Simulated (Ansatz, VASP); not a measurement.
## Cross-check of ZrBPt (ZrBPt in the AlB2 type) between VASP and Ansatz

Wanted: the spread between two codes on one cell, functional and k mesh. The cell is generated by rule, not measured, and may not be a known phase. The cell is taken from a series of runs on this material, whose earlier steps may have relaxed, scaled, displaced or heated it; both programs get it as it stands.

Calculated with Ansatz 0.2.0; plane waves, with VASP 6.6.1 beside it; single point at PBEsol.

The structure was built from a prototype and need not be the compound's stable phase.

### 1. Set-up

It takes space group P-6m2 (No. 187, hexagonal). Conventional cell: a = 3.680 Å, b = 3.680 Å, c = 3.864 Å, α = 90.00°, β = 90.00°, γ = 120.00°. Nearest to Zr lie 6 B at 2.87 Å and 6 Pt at 2.87 Å. Nearest to B lie 3 Pt at 2.12 Å and 6 Zr at 2.87 Å. Pt has 3 B at 2.12 Å and 6 Zr at 2.87 Å nearest. Farther neighbours are not listed.

As a file:

```cif
data_structure
_symmetry_space_group_name_H-M 'P-6m2'
_symmetry_Int_Tables_number 187
_cell_length_a 3.6796
_cell_length_b 3.6796
_cell_length_c 3.8636
_cell_angle_alpha 90.000
_cell_angle_beta 90.000
_cell_angle_gamma 120.000
_cell_volume 45.30
loop_
_atom_site_label
_atom_site_type_symbol
_atom_site_symmetry_multiplicity
_atom_site_Wyckoff_symbol
_atom_site_fract_x
_atom_site_fract_y
_atom_site_fract_z
_atom_site_occupancy
Zr1 Zr 1 a 0.00000 0.00000 0.00000 1
B1 B 1 d 0.33333 0.66667 0.50000 1
Pt1 Pt 1 f 0.66667 0.33333 0.50000 1
```

### 2. VASP: single point, PBEsol

With cell and atoms fixed, the geometry can't cause a difference; cores, projectors, grids and the points listed under the comparison can.

Lines of VASP's logs that name or quote its potential files are left out, and so is its time.

Input file INCAR:

```
SYSTEM = ZrBPt
PREC = Accurate
ENCUT = 500
EDIFF = 1E-06
NELM = 120
ISMEAR = 0
SIGMA = 0.1
LREAL = .FALSE.
ALGO = Normal
GGA = PS
NBANDS = 18
LASPH = .TRUE.
LORBIT = 11
LWAVE = .FALSE.
LCHARG = .FALSE.
ISIF = 2
GGA_COMPAT = .FALSE.
```

Input file POSCAR:

```
ZrBPt
1.0
    3.6796400000      0.0000000000      0.0000000000
   -1.8398200000      3.1866600000      0.0000000000
    0.0000000000      0.0000000000      3.8636200000
Zr B Pt
1 1 1
Direct
    0.0000000000      0.0000000000      0.0000000000
    0.3333333333      0.6666666667      0.5000000000
    0.6666666667      0.3333333333      0.5000000000
```

Input file KPOINTS:

```
Automatic mesh
0
Gamma
6 6 6
0 0 0
```

The projector-augmented-wave data sets are Zr_sv, B and Pt (PBE family, release 64).

Run with:

```console
> mpirun -np 1 vasp_std
```

Numbers of over 12 decimals in the logs are rounded to 6 here.

What it wrote:

```text
[banner, memory and clock lines left out]
running    1 mpi-ranks, on    1 nodes
 distrk:  each k-point on    1 cores,    1 groups
 distr:  one band on    1 cores,    1 groups

 POSCAR found type information on POSCAR ZrB Pt
 POSCAR found :  3 types and       3 ions
|                                                                             |
|               ----> ADVICE to this user running VASP <----                  |
|                                                                             |
|     You enforced a specific xc type in the INCAR file but a different       |
|     [... a line on the potential file left out ...]
|     I HOPE YOU KNOW WHAT YOU ARE DOING!                                     |
|                                                                             |

 LDA part: xc-table for (Slater+PW92), standard interpolation
 POSCAR, INCAR and KPOINTS ok, starting setup
 FFT: planning ... GRIDC
 FFT: planning ... GRID_SOFT
 FFT: planning ... GRID
 WAVECAR not read
 entering main loop
       N       E                     dE             d eps       ncg     rms          rms(c)
DAV:   1     0.161395363630E+03    0.16140E+03   -0.12869E+04  1008   0.129E+03
DAV:   2    -0.202732062026E+02   -0.18167E+03   -0.17753E+03  1192   0.326E+02
DAV:   3    -0.275229922330E+02   -0.72498E+01   -0.71493E+01  1600   0.568E+01
DAV:   4    -0.276374135057E+02   -0.11442E+00   -0.11429E+00  1344   0.647E+00
DAV:   5    -0.276402973891E+02   -0.28839E-02   -0.28834E-02  1520   0.760E-01    0.190E+01
DAV:   6    -0.250961502981E+02    0.25441E+01   -0.88704E+00  1226   0.202E+01    0.565E+00
DAV:   7    -0.249973799251E+02    0.98770E-01   -0.57217E-01  1376   0.474E+00    0.277E+00
DAV:   8    -0.249607912396E+02    0.36589E-01   -0.11932E-01  1110   0.230E+00    0.114E+00
DAV:   9    -0.249539697607E+02    0.68215E-02   -0.18399E-02  1132   0.931E-01    0.302E-01
DAV:  10    -0.249537028639E+02    0.26690E-03   -0.24888E-03  1252   0.358E-01    0.114E-01
DAV:  11    -0.249536722602E+02    0.30604E-04   -0.42904E-04  1378   0.168E-01    0.199E-02
DAV:  12    -0.249536699097E+02    0.23505E-05   -0.18996E-05  1166   0.348E-02    0.705E-03
DAV:  13    -0.249536691285E+02    0.78120E-06   -0.23692E-06   960   0.110E-02
   1 F= -.24953669E+02 E0= -.24947624E+02  d E =-.120910E-01
```

OUTCAR, selected parts (step 2):

```text
ion  position               nearest neighbor table
   1  0.000  0.000  0.000-   2 2.87   2 2.87   3 2.87   3 2.87   2 2.87   3 2.87   2 2.87   3 2.87
                             3 2.87   3 2.87   2 2.87   2 2.87
   2  0.333  0.667  0.500-   3 2.12   3 2.12   3 2.12   1 2.87   1 2.87   1 2.87   1 2.87   1 2.87
                             1 2.87
   3  0.667  0.333  0.500-   2 2.12   2 2.12   2 2.12   1 2.87   1 2.87   1 2.87   1 2.87   1 2.87
                             1 2.87

  LATTYP: Found a hexagonal cell.
 ALAT       =     3.6796400000
 C/A-ratio  =     1.0499994565

 Subroutine GETGRP returns: Found 12 space group operations
 (whereof 12 operations were pure point group operations)

The static configuration has the point symmetry D_3h.

 Found     28 irreducible k-points:

   k-points           NKPTS =     28   k-points in BZ     NKDIM =     28   number of bands    NBANDS=     18

   dimension x,y,z NGX =    28 NGY =   28 NGZ =   28
   dimension x,y,z NGXF=    56 NGYF=   56 NGZF=   56

   ENCUT  =  500.0 eV  36.75 Ry    6.06 a.u.   6.71  6.71  7.04*2*pi/ulx,y,z

   NELECT =      25.0000    total number of electrons

 k-points in reciprocal lattice and weights: Automatic mesh
   0.00000000  0.00000000  0.00000000       0.005
   0.16666667  0.00000000  0.00000000       0.028
   0.33333333 -0.00000000  0.00000000       0.028
   0.50000000 -0.00000000  0.00000000       0.014
   0.16666667  0.16666667  0.00000000       0.028
   0.33333333  0.16666667  0.00000000       0.056
   0.33333333  0.33333333  0.00000000       0.009
   0.00000000  0.00000000  0.16666667       0.009
   0.16666667  0.00000000  0.16666667       0.056
[...]
0.33333333  0.16666667  0.50000000       0.056
   0.33333333  0.33333333  0.50000000       0.009

 average (electrostatic) potential at core
       1 -74.3746       2 -23.2998       3 -64.9919

 E-fermi :   9.5220

 k-point     1 :       0.0000    0.0000    0.0000
  band No.  band energies     occupation
    ...
      7       3.6219      2.00000
      8       4.0752      2.00000
      9       5.7724      2.00000
     10       5.7724      2.00000
     11       9.2118      1.99999
     12       9.7195      0.00521
     13       9.7195      0.00521
     14       9.9010      0.00000
     15      12.0666      0.00000
     16      12.0666      0.00000
    ...

 k-point     2 :       0.1667    0.0000    0.0000
  band No.  band energies     occupation
    ...
      8       4.2841      2.00000
      9       5.5234      2.00000
     10       5.6366      2.00000
     11       8.8367      2.00000
     12       9.0862      2.00000
     13       9.9943      0.00000
     14      10.2228      0.00000
     15      12.3074      0.00000
     16      13.4010      0.00000
     17      14.2097      0.00000
    ...

 k-point     3 :       0.3333   -0.0000    0.0000
  band No.  band energies     occupation
    ...
      8       4.7907      2.00000
      9       4.9242      2.00000
     10       5.3890      2.00000
     11       7.6326      2.00000
     12       9.0683      2.00000
     13      10.0805      0.00000
     14      10.3056      0.00000
     15      12.7651      0.00000
     16      12.8319      0.00000
     17      13.2055      0.00000
    ...

  Total       -0.8511387     -0.8511377     -0.6630363      0.0000000      0.0000000      0.0000000
  in kB      -30.1006196    -30.1005872    -23.4483571      0.0000000      0.0000000      0.0000000
  external PRESSURE =     -27.8831880 kB  Pullay stress =       0.0000000 kB

  energy-cutoff  :      500.00
  volume of cell :       45.30
      direct lattice vectors                 reciprocal lattice vectors
     3.679640000  0.000000000  0.000000000     0.271765716  0.156904094  0.000000000
    -1.839820000  3.186660000  0.000000000     0.000000000  0.313808188  0.000000000
     0.000000000  0.000000000  3.863620000     0.000000000  0.000000000  0.258824626

 POSITION                                       TOTAL-FORCE (eV/Angst)
 -----------------------------------------------------------------------------------
      0.00000      0.00000      0.00000         0.000000      0.000000      0.000000
     -0.00000      2.12444      1.93181        -0.000000     -0.000000      0.000000
      1.83982      1.06222      1.93181        -0.000000     -0.000000      0.000000
 -----------------------------------------------------------------------------------
    total drift:                                0.000000     -0.000008      0.000000

  FREE ENERGIE OF THE ION-ELECTRON SYSTEM (eV)
  ---------------------------------------------------
  free  energy   TOTEN  =       -24.9536691285 eV

  energy  without entropy=      -24.9415781249  energy(sigma->0) =      -24.94762363

 total charge
# of ion       s       p       d       tot
------------------------------------------
    1        2.165   5.996   1.484   9.645
    2        0.673   1.048   0.000   1.721
    3        0.846   0.859   8.100   9.805
--------------------------------------------------
tot          3.685   7.902   9.583  21.171

[... 3 further parts left out ...]
```

The k-mesh is coarse for a metal.

The run ends at a pressure of -2.79 GPa.

### 3. Ansatz: single point, PBEsol

Ansatz runs on its PAW soft_1 files.

The same cell, functional, mesh and smearing now go to Ansatz, which takes its cutoff from its data sets.

Input file input.yaml:

```yaml
crystal:
  lattice:
    - [3.67964, 0.0, 0.0]
    - [-1.83982, 3.18666, 0.0]
    - [0.0, 0.0, 3.86362]
  atoms:
    - { symbol: Zr, position: [0.0, 0.0, 0.0] }
    - { symbol: B, position: [0.33333333, 0.66666667, 0.5] }
    - { symbol: Pt, position: [0.66666667, 0.33333333, 0.5] }
kpoints:
  mp_grid: { grid: [6, 6, 6] }
hamiltonian:
  xc: pbesol
  pseudopotentials: { kind: paw, azcp: { folder: soft_1 }, xc_functional: pbe }
scf:
  occupations: { method: gaussian, width: 0.1 }
output:
  forces: true
  stress: true
  eigenvalues: true
```

Run with:

```console
> ansatz run input.yaml --threads 4 --pin off --max-ram 12288MiB --backend cpu --events-out ev --progress --plain --runs-dir out
```

What it wrote:

```text
Engine: ansatz 0.2.0, aarch64-unknown-linux-gnu
Pseudopotentials: kind: paw
Pseudopotential: Zr, paw, valence charge 12, recommended cutoff 420 eV (normal), soft_1/Zr.paw.azcp
Pseudopotential: B, paw, valence charge 3, recommended cutoff 420 eV (normal), soft_1/B.paw.azcp
Pseudopotential: Pt, paw, valence charge 18, recommended cutoff 420 eV (normal), soft_1/Pt.paw.azcp
Functional definition: PBEsol
  exchange = pbesol_x
  correlation = pbesol_c
Crystal: 3 atoms, lattice volume = 45.304 Å³
Basis set: ecut = 420 eV, 877 PW (Γ), exchange–correlation on 50×50×54 points (8 copies of the dense FFT grid, shifted against one another)
Bands: 21, of which v1, the nominal top of the filled ones, is band 17 counted from 1 (16 counted from 0)
Symmetry: 12 space group operations
Space group: P-6m2 (ITA 187), of the structure as read, at distance tolerance 3.6e-5 Å
k-points: 28 of 216 (time reversal used)
Non-local potential: Zr, projectors of the file, l = 0: 3, l = 1: 2, l = 2: 2, l = 3: 1
Non-local potential: B, projectors of the file, l = 0: 2, l = 1: 2, l = 2: 1
Non-local potential: Pt, projectors of the file, l = 0: 3, l = 1: 2, l = 2: 2, l = 3: 1
PAW form: soft (Blöchl's): semilocal exchange-correlation on the pseudo side does not see the compensation charge
PAW frozen core: Zr, regenerated for the run's functional, and the local potential with it (the file was generated under x = pbe(κ = 0.804, μ = 0.219515), c = pbe(β = 0.066725))
PAW frozen core: B, regenerated for the run's functional, and the local potential with it (the file was generated under x = pbe(κ = 0.804, μ = 0.219515), c = pbe(β = 0.066725))
PAW frozen core: Pt, regenerated for the run's functional, and the local potential with it (the file was generated under x = pbe(κ = 0.804, μ = 0.219515), c = pbe(β = 0.066725))
PAW one-centre angular grid: Zr, 590 points (default); XC on 64 Gauss nodes
PAW one-centre angular grid: B, 110 points (default); XC on 64 Gauss nodes
PAW one-centre angular grid: Pt, 590 points (default); XC on 64 Gauss nodes
Initial density: superposition of atomic densities (chi_scale 0.1, normalization cell, long waves kept (reshape's long-wave potential 0.00 eV rms))
Initial wavefunctions: pseudopotential atomic-orbital guess
Functional: x = pbesol(κ = 0.804, μ = 0.123457), c = pbesol(β = 0.046)
SCF iter   1: F=—  HF=-16674.265015 eV  |F-HF|=—  |Δ(HF+E_count)|=         —  Δρ=2.21e-1  dr2=3.86e1  ethr=3.10e-3  ⟨swp⟩=4.3  Hψ=2215  notcnv=0
preconditioner: auto → Kerker (q_TF=auto, 2.588 Å⁻¹)  [metal: Δε(μ)=0.062 eV  Ē_g=5.852 eV  σ=0.100 eV  W_gap=0.32  n_scr=20 (ndim 8)  ℏωp=22.7 eV  f_vac=0.000  D(μ)=3.31/eV (n_scr^D=28)]
SCF iter   2: F=—  HF=-16669.910618 eV  |F-HF|=—  |Δ(HF+E_count)|=    4.35e0  Δρ=1.02e-1  dr2=8.70e0  ethr=3.10e-3  ⟨swp⟩=2.0  Hψ=1369  notcnv=0  defer=3
SCF iter   3: F=—  HF=-16668.658817 eV  |F-HF|=—  |Δ(HF+E_count)|=    1.25e0  Δρ=2.06e-2  dr2=3.93e-1  ethr=3.10e-3  ⟨swp⟩=2.2  Hψ=1080  notcnv=0  defer=3
SCF iter   4: F=—  HF=-16668.574356 eV  |F-HF|=—  |Δ(HF+E_count)|=   8.45e-2  Δρ=3.82e-3  dr2=3.72e-3  ethr=1.19e-3  ⟨swp⟩=2.0  Hψ=931  notcnv=0  defer=5
SCF iter   5: F=—  HF=-16668.574794 eV  |F-HF|=—  |Δ(HF+E_count)|=   4.38e-4  Δρ=1.50e-3  dr2=2.26e-3  ethr=1.13e-5  ⟨swp⟩=2.2  Hψ=953  notcnv=0  defer=5
SCF iter   6: F=—  HF=-16668.574253 eV  |F-HF|=—  |Δ(HF+E_count)|=   5.41e-4  Δρ=3.63e-4  dr2=1.40e-4  ethr=6.86e-6  ⟨swp⟩=1.9  Hψ=687  notcnv=0  defer=5
SCF iter   7: F=—  HF=-16668.574220 eV  |F-HF|=—  |Δ(HF+E_count)|=   3.34e-5  Δρ=3.99e-5  dr2=1.04e-6  ethr=4.24e-7  ⟨swp⟩=2.1  Hψ=791  notcnv=0  defer=5
SCF iter   8: F=—  HF=-16668.574223 eV  |F-HF|=—  |Δ(HF+E_count)|=   2.81e-6  Δρ=1.05e-5  dr2=6.89e-8  ethr=3.03e-10  ⟨swp⟩=6.4  Hψ=2755  notcnv=0
SCF iter   9: F=-16668.574223 eV  HF=-16668.574223 eV  |F-HF|=7.42e-10  |Δ(HF+E_count)|=   1.08e-8  Δρ=1.79e-6  dr2=1.83e-9  ethr=2.09e-10  ⟨swp⟩=2.1  Hψ=1997  notcnv=0
SCF 1 converged in 9 iterations: F = -16668.574223 eV  dr2 = 1.83e-9
  greatest PAW one-centre occupation: 1.000 electrons in one spin orbital (limit 2), on the Pt atom at site 2 (counted from 0), in its partial waves of l = 0
SCF converged after 9 iterations
Free energy (F): -16668.574223 eV
Harris-Foulkes:  -16668.574223 eV  (|F-HF|=7.42e-10)
Internal energy: -16668.562105 eV  (E = F + TS)
E sigma→0 (E₀):  -16668.568164 eV
Entropy (-TS):   -0.012118 eV (-4.039 meV/atom)
Fermi energy:    16.577411 eV
--- Per-component energies (eV) ---
  E_band       = -304.427632
  E_kinetic    = 958.375313
  E_local      = -2596.433719  (includes V_loc(G=0)·N_el)
  E_nonlocal   = 289.507835
  E_hartree    = 977.906936
  E_xc         = -417.843831
  E_vxc        = -492.569755  (∫ρ·V_xc dr)
  E_paw        = -12330.775982  (= ΣΔE_a)
  E_vpaw       = -419.122278  (= ΣTr[D̂ρ^β])
  E_aug_tail   = 0.001084  (compensation charges beyond the density's cutoff)
  E_ewald      = -3549.767204
  E_core_change = 0.467463  (= ΣΔE_core)
  E_smearing   = -0.012118  (= −TS)
  E_closure    = 0.000000  (closes the sum)
  Σ components = -16668.574223   (vs F -16668.574223, Δ=0.00e0)
--- Forces (eV/Å), atoms counted from 1 ---
  atom   1  Zr     0.00000000     0.00000000    -0.00000000
  atom   2  B     -0.00000000     0.00000000    -0.00000000
  atom   3  Pt    -0.00000000     0.00000000     0.00000000
  max |Σ_I F_I| component: 3.47e-16 eV/Å
--- Stress (GPa, compression-positive) ---
       -3.127476       0.000000       0.000000
        0.000000      -3.127476       0.000000
        0.000000       0.000000      -2.283314
  P = ⅓ Tr σ = -2.8461 GPa (-28.461 kbar)
--- Band table (eV; the first three rows and the last of 28) ---
  k-point 0: bands = [... 13 lower, 12.8224, 16.2694, 16.7760, 16.7760, 16.9549, 19.1212, 19.1212, 22.0455]
  k-point 1: bands = [... 13 lower, 12.7439, 15.4275, 16.9348, 16.9348, 17.3963, 19.3916, 19.3916, 21.9702]
  k-point 2: bands = [... 13 lower, 12.5081, 14.2594, 17.6558, 17.6558, 18.0575, 19.5295, 19.5295, 21.7019]
  k-point 27: bands = [... 13 lower, 13.4356, 14.2651, 14.6326, 15.8284, 15.9178, 19.4102, 21.3302, 22.1174]
```

The run ends at a pressure of -2.85 GPa.

### 4. Differences

Known differences besides the potentials themselves: the data sets hold 33 valence electrons in Ansatz (on its PAW soft_1 files) and 25 in VASP; the cutoff is 420 eV in Ansatz and 500 eV in VASP; Ansatz makes its cores anew for this functional, VASP keeps those of its PBE data sets. Total energies have different zeros and are not compared.

The two programs side by side:

```
      quantity  Ansatz   VASP  difference
pressure (GPa)   -2.85  -2.79       -0.06
```

### 5. Summary of results

```json
{
  "difference in pressure (single point, PBEsol)": "-0.058 GPa"
}
```

**Reading.** The difference in pressure is -0.058 GPa (single point, PBEsol), within the 1 GPa picked in this series as the mark of a large difference. The data sets hold unlike numbers of valence electrons (33 in Ansatz and 25 in VASP), so part of the differences comes from the potentials. Such differences can come from data sets, numerical settings and the points named under the comparisons, not from the functional's error against experiment.

[Lines on the potential files, build, host, timing and source positions are cut from VASP's logs without a mark.]

[Logs are printed without paths, hosts, clocks, repeated set-up lines and the standing remarks that a program may print on its own settings, such as how far it seeks lower states.]

[Hosts, paths, dates, database ids (printed as entryN), source tags and the programs' standing remarks are cut or masked in the printed files.]
